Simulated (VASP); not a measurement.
Input:

```xyz
4
Lattice="1.6093 -2.7875 0.0000 1.6093 2.7875 0.0000 0.0000 0.0000 5.2392" Properties=species:S:1:pos:R:3 pbc="T T T"
Ga     1.6093    -0.9292     2.6199
Ga     1.6093     0.9292     0.0003
N      1.6093    -0.9292     4.5945
N      1.6093     0.9292     1.9749
```

Computed with PW91 GGA, VASP's PBE PAW potentials (set 64) (plane waves; VASP). Numerical set-up: 520 eV cut-off, 9×9×5 Γ-centred mesh, tetrahedra with Blöchl corrections, potentials Ga_d N.

Problem. Tabulate the total density of states (states/eV per cell) against energy (eV; zero at the valence-band maximum or, without a gap, the Fermi level).

Solution. 
```
E (eV) | DOS (states/eV)
    -9.98 |  0.00
    -9.62 |  0.00
    -9.26 |  0.00
    -8.78 |  0.00
    -8.42 |  0.00
    -8.06 |  0.00
    -7.70 |  0.00
    -7.22 |  0.00
    -6.86 |  0.00
    -6.50 | ## 0.31
    -6.14 | ############### 1.94
    -5.66 | ############### 1.93
    -5.30 | ############ 1.57
    -4.94 | ######### 1.13
    -4.58 | ###### 0.80
    -4.22 | ######## 1.00
    -3.74 | ############ 1.46
    -3.38 | ############ 1.45
    -3.02 | ################## 2.26
    -2.66 | ################## 2.25
    -2.18 | #################### 2.48
    -1.82 | ######################## 2.96
    -1.46 | ############################## 3.77
    -1.10 | ##################### 2.66
    -0.62 | ########## 1.29
    -0.26 | ##### 0.64
     0.10 |  0.00
     0.46 |  0.00
     0.82 |  0.00
     1.30 |  0.00
     1.66 |  0.00
     2.02 |  0.00
     2.38 |  0.02
     2.86 | # 0.07
     3.22 | # 0.11
     3.58 | # 0.18
     3.94 | ## 0.29
     4.42 | ########## 1.28
     4.78 | ############## 1.74
     5.14 | ############ 1.51
```
Within 2 eV below the valence-band maximum the largest weight inside VASP's projection spheres is N p, then Ga p.

The compound is GaN in the wurtzite structure. It was relaxed first.
